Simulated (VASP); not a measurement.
Consider the following.

```
CELL_PARAMETERS angstrom
      4.55283    -2.38704    -0.00108
      4.55283     2.38704    -0.00108
      3.30225     0.00000     3.93972
ATOMIC_POSITIONS crystal
  Al 0.85200 0.85200 0.85200
  Al 0.35200 0.35200 0.35200
  Al 0.14800 0.14800 0.14800
  Al 0.64800 0.64800 0.64800
  O  0.44405 0.05595 0.75000
  O  0.05595 0.75000 0.44405
  O  0.55595 0.94405 0.25000
  O  0.25000 0.55595 0.94405
  O  0.94405 0.25000 0.55595
  O  0.75000 0.44405 0.05595
```

Calculation: PBEsol GGA, VASP's PBE PAW potentials (set 64) (plane waves; VASP 6.6.1). Numerical set-up: 520 eV cut-off, Gaussian smearing of 0.050 eV, potentials Al O.

Give the energies of bands 13 to 26 at the high-symmetry points, in eV from the valence-band maximum.

| band | Γ | T | H2 | L | S0 | F |
|---|---|---|---|---|---|---|
| 13 | -4.36 | -4.09 | -3.55 | -3.44 | -3.77 | -3.79 |
| 14 | -3.33 | -4.09 | -3.55 | -3.44 | -3.03 | -3.27 |
| 15 | -2.95 | -2.26 | -2.12 | -2.21 | -2.70 | -2.55 |
| 16 | -1.41 | -2.26 | -2.12 | -2.21 | -2.04 | -2.32 |
| 17 | -1.41 | -2.01 | -1.86 | -1.55 | -1.63 | -1.78 |
| 18 | -1.29 | -2.01 | -1.86 | -1.55 | -1.50 | -1.54 |
| 19 | -1.29 | -2.01 | -1.18 | -1.32 | -1.27 | -1.37 |
| 20 | -0.49 | -2.01 | -1.18 | -1.32 | -1.10 | -1.30 |
| 21 | -0.49 | -0.38 | -0.85 | -0.91 | -0.88 | -1.01 |
| 22 | -0.04 | -0.38 | -0.85 | -0.91 | -0.85 | -0.91 |
| 23 | -0.04 | -0.38 | -0.50 | -0.27 | -0.56 | -0.74 |
| 24 | 0.00 | -0.38 | -0.50 | -0.27 | -0.27 | -0.25 |
| 25 | 6.04 | 8.48 | 9.51 | 9.26 | 9.33 | 9.41 |
| 26 | 8.91 | 8.48 | 9.51 | 9.26 | 9.34 | 9.54 |

The gap is direct, 6.04 eV, from the valence maximum at Γ to the conduction minimum at Γ.

The compound is Al2O3 in the corundum structure. It was relaxed first.
